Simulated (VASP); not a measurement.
Wanted: the native input for a VASP 6.6.1 run.

| Item | Value |
| --- | --- |
| Task | single point |
| Functional | PBE |
| Dispersion | D3(BJ) |
| Potentials or basis | VASP PAW PBE potentials, release 64 (O, H, S) |
| Cutoff | 520 eV |
| k mesh | 1 × 1 × 1 |
| Occupations | fermi-dirac, width 0.02 eV |
| Spin | no spin polarisation |
| Dipole correction | no |
| Further INCAR settings | LREAL = Auto; ALGO = Fast; EDIFF = 1e-07; NBANDS = 38 |

The structure of H8SO6 lies in POSCAR:

```
H8SO6
1.0
    5.9758290000      0.0000000000      0.0000000000
    0.0000000000      5.9758290000      0.0000000000
    0.0000000000      0.0000000000      5.9758290000
O H S
6 8 1
Direct
    0.4787787602      0.2061471304      0.5407952604
    0.6173871441      0.8801289327      0.7487496714
    0.6223738999      0.7668057436      0.1979641653
    0.0206163864      0.7027476857     -0.0583015344
    0.0342044593      0.4857401375      0.4652576237
    0.1423233496      0.2130415713      0.1547735051
    0.4867107141      0.0678901622      0.4552506439
    0.6271598468      0.2756772324      0.4930529304
    0.4570244564      0.9236375405      0.7293883409
    0.5645911220      0.7285516369      0.7664543279
    0.7009906073      0.8952900091      0.1501381649
    0.5033778577      0.7248868734      0.1054079693
    0.1085539764      0.6601259842     -0.1948014242
   -0.0685762595      0.5509528469     -0.0479933412
   -0.0070283136      0.2681970987      0.3288414043
```

The cell was built by a generator and needn't be a form met in nature.

These files were run (other wordings do the same):

INCAR

```
SYSTEM = H8SO6
ALGO = Fast
EDIFF = 1E-7
ENCUT = 520
GGA = PE
ISIF = 2
ISMEAR = -1
IVDW = 12
LASPH = .True.
LCHARG = .False.
LREAL = Auto
LWAVE = .False.
NBANDS = 38
NELM = 60
PREC = Accurate
SIGMA = 0.02
```

KPOINTS

```
k-points
0
Gamma
  1 1 1
  0 0 0
```

Potentials or basis: VASP PAW PBE potentials, release 64 (O, H, S).

The run is started by

```console
$ cat potpaw_PBE.64/O/POTCAR potpaw_PBE.64/H/POTCAR potpaw_PBE.64/S/POTCAR > POTCAR
$ mpirun -np 1 vasp_gam > vasp.out
```

It gave:

The pressure is -0.6 GPa and the largest force is 5.725 eV/Å. The band gap on the k mesh is 1.56 eV, direct. The dispersion energy per atom is -0.037 eV.

Run time: 14 s on 1 thread of Intel(R) Xeon(R) 6975P-C (Granite Rapids), with other jobs on the host, peak memory 0.3 GiB.
